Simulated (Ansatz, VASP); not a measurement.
# SiGeN2 (CuAu-ordered zincblende type (invented)): VASP beside Ansatz, part 2 of 2

Aim: how closely do two programs agree when they are given the same cell, functional and k mesh? The cell is generated by rule, not measured, and may not be a known phase. Of the first pair: The two relaxations start from unlike cells of this crystal (the structure described is Ansatz's start), so only their ends are compared.

VASP 6.6.1 and Ansatz 0.2.0.

So far: The structure; Ansatz: relaxation of cell and atoms, PBEsol, pair 1; VASP: relaxation of cell and atoms, PBEsol, pair 1; Comparison.

## (5) Ansatz: relaxation of cell and atoms, PBEsol, pair 2

Level of this step: Ansatz beside VASP: Kohn-Sham DFT, plane waves, PBEsol (Ansatz).

The relaxed volume is the usual yardstick between codes: in a stiff, nearly cubic crystal its relative difference is about their pressure difference at one cell divided by the bulk modulus. Its start cell is another than that of the pair before, and may be another structure of the material.

The cell is taken from a series of runs on this material, whose earlier steps may have relaxed, scaled, displaced or heated it; both programs get it as it stands.

Contents of input.yaml:

```yaml
crystal:
  lattice:
    - [2.9523466678, 0.0, 0.0]
    - [0.0, 2.9523466678, 0.0]
    - [0.0, 0.0, 5.3688935143]
  atoms:
    - { symbol: Ge, position: [0.0, 0.0, 0.0] }
    - { symbol: Si, position: [0.5, 0.5, 0.5] }
    - { symbol: "N", position: [0.0, 0.5, 0.3222913102] }
    - { symbol: "N", position: [0.5, 0.0, 0.6777086898] }
kpoints:
  mp_grid: { grid: [14, 14, 8] }
hamiltonian:
  xc: pbesol
scf:
  occupations: { method: gaussian, width: 0.1 }
output:
  forces: true
  stress: true
  eigenvalues: true
relax:
  adjacent_minimum: "off"
  f_tol: 0.005
  max_steps: 80
  cell: { stress_tol: 0.05 }
```

Run with:

```console
> ansatz run input.yaml --threads 2 --pin off --max-ram 5120MiB --backend cpu --events-out ev --progress --plain --runs-dir out
```

Numbers of over 12 decimals in the logs are rounded to 6 here.

What it wrote:

```text
[...]
Crystal: 4 atoms, lattice volume = 46.797 Å³
Basis set: ecut = 420 eV, 877 PW (Γ), exchange–correlation on 40×40×72 points (8 copies of the dense FFT grid, shifted against one another)
Bands: 18, of which v1, the nominal top of the filled ones, is band 14 counted from 1 (13 counted from 0)
Symmetry: 8 space group operations
[...]
k-points: 180 of 1568 (time reversal used)
[...]
--- Relaxed structure (3 steps of the walk, 3 accepted, 1 SCFs on fresh bases) ---
[...]
cell:  # Å, volume = 46.8320 Å³
    - [2.955150, 0.0, 0]
    - [0.0, 2.955150, 0.0]
    - [0, 0.0, 5.362707]
  atoms:
    - { symbol: Ge, position: [0, 0.0, 0] }
    - { symbol: Si, position: [0.5, 0.5, 0.5] }
    - { symbol: N, position: [0, 0.5, 0.322311] }
    - { symbol: N, position: [0.5, 0.0, 0.677689] }
[key lines of the parts left out:]
SCF converged after 6 iterations
Free energy (F): -5632.558292 eV
Fermi energy:    10.152018 eV
P = ⅓ Tr σ = 0.0034 GPa (0.034 kbar)
```

## (6) VASP: relaxation of cell and atoms, PBEsol, pair 2

The same cell, functional, mesh and smearing now go to VASP, with its own data sets.

Contents of INCAR:

```
SYSTEM = SiGeN2
PREC = Accurate
ENCUT = 600
EDIFF = 1E-07
NELM = 120
ISMEAR = 0
SIGMA = 0.1
LREAL = .FALSE.
ALGO = Normal
GGA = PS
NBANDS = 20
LORBIT = 11
LWAVE = .FALSE.
LCHARG = .FALSE.
ISIF = 3
IBRION = 2
NSW = 80
EDIFFG = -0.005
LASPH = .TRUE.
GGA_COMPAT = .FALSE.
NELMIN = 4
```

Contents of POSCAR:

```
SiGeN2
1.0
    2.9523470000      0.0000000000      0.0000000000
    0.0000000000      2.9523470000      0.0000000000
    0.0000000000      0.0000000000      5.3688940000
Ge Si N
1 1 2
Direct
    0.0000000000      0.0000000000      0.0000000000
    0.4999998306      0.4999998306      0.5000000000
    0.0000000000      0.4999998306      0.3222913323
    0.4999998306      0.0000000000      0.6777086677
```

Contents of KPOINTS:

```
Automatic mesh
0
Gamma
14 14 8
0 0 0
```

The projector-augmented-wave data sets are Ge_d, Si and N (PBE family, release 64).

Run with:

```console
> mpirun -np 1 vasp_std
```

What it wrote:

```text
[banner, memory and clock lines left out]
running    1 mpi-ranks, on    1 nodes
[...]
[... a notice as in an earlier step ...]

 LDA part: xc-table for (Slater+PW92), standard interpolation
 POSCAR, INCAR and KPOINTS ok, starting setup
[...]
entering main loop
       N       E                     dE             d eps       ncg     rms          rms(c)
DAV:   1     0.225036593289E+03    0.22504E+03   -0.15210E+04  8764   0.323E+03
DAV:   2    -0.420131307364E+00   -0.22546E+03   -0.21327E+03  8024   0.708E+02
DAV:   3    -0.315679775470E+02   -0.31148E+02   -0.30464E+02  8336   0.153E+02
DAV:   4    -0.328436876358E+02   -0.12757E+01   -0.12715E+01  9120   0.322E+01
[...]
DAV:  13    -0.285196217889E+02    0.69134E-05   -0.35726E-05  8188   0.387E-02    0.621E-03
DAV:  14    -0.285196218287E+02   -0.39775E-07   -0.19686E-06  8580   0.114E-02    0.315E-03
DAV:  15    -0.285196218260E+02    0.26239E-08   -0.23982E-07  6224   0.531E-03
   1 F= -.28519622E+02 E0= -.28516899E+02  d E =-.285196E+02
[... from here on, the cycles between the ionic steps are left out ...]
   2 F= -.28519698E+02 E0= -.28516986E+02  d E =-.766462E-04
   3 F= -.28519699E+02 E0= -.28516986E+02  d E =-.769401E-04
   4 F= -.28519723E+02 E0= -.28517016E+02  d E =-.244978E-04
 trial-energy change:   -0.000024  1 .order   -0.000023   -0.000045   -0.000000
 step:   1.0006(harm=  1.0027)  dis= 0.00030  next Energy=   -28.519723 (dE=-0.245E-04)
 reached required accuracy - stopping structural energy minimisation
```

From OUTCAR (step 6):

```text
  Total        0.0040522      0.0040522      0.0030075      0.0000000      0.0000000      0.0000000
  in kB        0.1385973      0.1385973      0.1028642      0.0000000      0.0000000      0.0000000
  external PRESSURE =       0.1266863 kB  Pullay stress =       0.0000000 kB

 POSITION                                       TOTAL-FORCE (eV/Angst)
 -----------------------------------------------------------------------------------
      0.00000      0.00000      0.00000        -0.000000      0.000000      0.000000
      1.47772      1.47772      2.68146         0.000000      0.000000      0.000000
     -0.00000      1.47772      1.72813         0.000000      0.000000      0.001979
      1.47772      0.00000      3.63479         0.000000      0.000000     -0.001979
 -----------------------------------------------------------------------------------
    total drift:                                0.000312      0.000312      0.000000

  FREE ENERGIE OF THE ION-ELECTRON SYSTEM (eV)
  ---------------------------------------------------
  free  energy   TOTEN  =       -28.5197232639 eV

  energy  without entropy=      -28.5143078320  energy(sigma->0) =      -28.51701555

[... 1 part as in an earlier step ...]

[... 3 further parts left out ...]
[key lines of the parts left out:]
E-fermi :   7.3195
```

## (7) Side by side

Compared:

```csv
quantity,Ansatz,VASP,difference
volume (Å³),46.83,46.84,-0.02 %
"edge a after relaxation, in the typed setting (Å)",2.955,2.955,-0.01 %
"edge c after relaxation, in the typed setting (Å)",5.363,5.363,+0.00 %
```

## (8) Results

```json
{
 "difference in volume (relaxation of cell and atoms, PBEsol, pair 1)": "-0.17 %",
 "difference in volume (relaxation of cell and atoms, PBEsol, pair 2)": "-0.024 %"
}
```

The difference in volume is -0.17 % (relaxation of cell and atoms, PBEsol, pair 1), within the 1.2 % picked in this series as the mark of a large difference, as far as the stopping tolerances let one tell. Such differences can come from data sets, numerical settings and the points named under the comparisons, not from the functional's error against experiment.

[Lines on the potential files, build, host, timing and source positions are cut from VASP's logs without a mark.]

[Logs are printed without paths, hosts, clocks, repeated set-up lines and the standing remarks that a program may print on its own settings, such as how far it seeks lower states.]

[Hosts, paths, dates, database ids (printed as entryN), source tags and the programs' standing remarks are cut or masked in the printed files.]
